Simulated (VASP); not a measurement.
Data:

```xyz
2
Lattice="0.0000 2.2320 2.2320 2.2320 0.0000 2.2320 2.2320 2.2320 0.0000" Properties=species:S:1:pos:R:3 pbc="T T T"
Ga     0.0000     0.0000     0.0000
N      1.1160     1.1160     1.1160
```

Calculation: LDA (Ceperley-Alder, Perdew-Zunger), VASP's LDA PAW potentials (set 64) (plane waves; VASP). Run with 520 eV cut-off, Gaussian smearing of 0.050 eV, potentials Ga_d N.

### Question
What does the run give for the band gap (along the path) with the smallest direct gap where there is one?

### Answer

The band gap (along the path) is 1.93 eV and the smallest direct gap (along the path) comes out as 1.93 eV.

Only differences to runs with the same potentials and settings are physical.

The compound is GaN in the zinc blende structure, a metastable form; wurtzite is the usual one. It was relaxed first.
